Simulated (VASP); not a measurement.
Write the native input for VASP 6.6.1 that does the following.

```yaml
Task: relaxation of cell and atoms
Functional: PBEsol
Potentials_or_basis: VASP PAW PBE potentials, release 64 (Nb_sv, As)
Cutoff: 520 eV
k_mesh: 18 × 18 × 18
Occupations: gaussian, width 0.1 eV
Spin: no spin polarisation
Further_INCAR_settings: ALGO = Fast; EDIFF = 1e-07; IBRION = 2; EDIFFG = -0.002; NSW = 80; ISIF = 3
```

The structure of NbAs lies in POSCAR:

```
NbAs                                    
1.0
   -1.7203993705      1.7203993705      5.7972980013
    1.7203993705     -1.7203993705      5.7972980013
    1.7203993705      1.7203993705     -5.7972980013
  Nb              As            
     2     2
Direct
     0.9987408132814986    0.9987408132814986    0.0000000000000000
     0.7487408132814986    0.2487408132814985    0.5000000000000000
     0.4172591867184984    0.4172591867184984    0.0000000000000000
     0.1672591867184983    0.6672591867184983    0.5000000000000000
```

One way to write it, as run:

INCAR

```
  PREC = Accurate
  ENCUT = 520
  EDIFF = 1E-7
  ISMEAR = 0
  SIGMA = 0.1
  LREAL = F
  LASPH = T
  NELM = 100
  ALGO = Fast
  ISIF = 3
  LWAVE = F
  LCHARG = F
  GGA = PS
  IBRION = 2
  NSW = 80
  EDIFFG = -0.002
```

KPOINTS

```
Automatic mesh
0
Gamma
  18 18 18
```

Potentials or basis: VASP PAW PBE potentials, release 64 (Nb_sv, As).

The run is started by

```bash
$ cat potpaw_PBE.64/Nb_sv/POTCAR potpaw_PBE.64/As/POTCAR > POTCAR
$ mpirun -np 1 vasp_std > vasp.out
```

Results of the run:

The pressure after relaxing is 0.0 GPa and the band gap on the k mesh is none (metal or under the smearing width).

Caveat: the relaxation stopped at its first step, so nothing moved; the PAW data sets were made with another functional, which shifts forces and pressure a little.

Run time: 34 min on 1 thread of Intel(R) Xeon(R) 6975P-C (Granite Rapids), with other jobs on the host, peak memory 0.85 GiB.
